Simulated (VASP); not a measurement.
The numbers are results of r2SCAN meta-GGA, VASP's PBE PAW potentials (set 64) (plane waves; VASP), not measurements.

VASP input:

File KPOINTS_OPT:
```
k-points along high-symmetry lines
10
Line-mode
Reciprocal
  0.000000   0.000000   0.000000 ! GAMMA
  0.000000   0.500000   0.000000 ! X

  0.000000   0.500000   0.000000 ! X
  0.500000   0.500000   0.000000 ! M

  0.500000   0.500000   0.000000 ! M
  0.000000   0.000000   0.000000 ! GAMMA

  0.000000   0.000000   0.000000 ! GAMMA
  0.500000   0.500000   0.500000 ! R

  0.500000   0.500000   0.500000 ! R
  0.000000   0.500000   0.000000 ! X

  0.500000   0.500000   0.500000 ! R
  0.500000   0.500000   0.000000 ! M
```

POSCAR:
```
TlI
1.0
  4.2416626120   0.0000000000   0.0000000000
  0.0000000000   4.2416626120   0.0000000000
  0.0000000000   0.0000000000   4.2416626120
Tl I
1 1
Direct
  0.0000000000   0.0000000000   0.0000000000
  0.5000000000   0.5000000000   0.5000000000
```

### KPOINTS
```
Automatic mesh
0
Gamma
7 7 7
0 0 0
```

### INCAR
```
METAGGA = R2SCAN
ALGO = Normal   # blocked Davidson
SYSTEM = TlI
LWAVE = F
EDIFF = 1E-7   # SCF stop (eV)
LREAL = F
ENCUT = 400   # plane-wave cut-off (eV)
LMAXMIX = 4   # l cut-off of mixed one-centre charges
LORBIT = 11   # lm-projected
PREC = Accurate
ISMEAR = -5   # tetrahedra, Bloechl
LCHARG = F
NEDOS = 601   # DOS grid
LASPH = T
LMIXTAU = T
ISIF = 2
NELM = 100
```

POTCAR, in this order: Tl_d I (PBE.64 set). Program: vasp_std.

Unless said otherwise, spin-orbit coupling is left out, though it shifts the bands of the heavy elements here.

**Question.** Estimate the energy per atom (σ→0), band gap (over mesh and band path).

**Answer.** 
```
Quantity                                      Value
----------------------------------  ---------------
energy per atom (σ→0)               -39.602 eV/atom
band gap (over mesh and band path)          2.07 eV
```

OSZICAR:
```
...
DAV:  19    -0.792030197980E+02   -0.46937E-05   -0.73256E-07   596   0.919E-03    0.268E-03
DAV:  20    -0.792030214593E+02   -0.16613E-05   -0.32776E-07   584   0.635E-03    0.109E-03
DAV:  21    -0.792030229046E+02   -0.14453E-05   -0.11482E-06   578   0.101E-02    0.427E-04
DAV:  22    -0.792030229314E+02   -0.26811E-07   -0.56471E-08   380   0.199E-03
   1 F= -.79203023E+02 E0= -.79203023E+02  d E =0.000000E+00
       N       E                     dE             ncg
       N       E                     dE             ncg
       N       E                     dE             ncg
```

The structure comes from a computed database's TlI entry (Pm-3m); how it stands against other phases isn't given here. It was relaxed first.
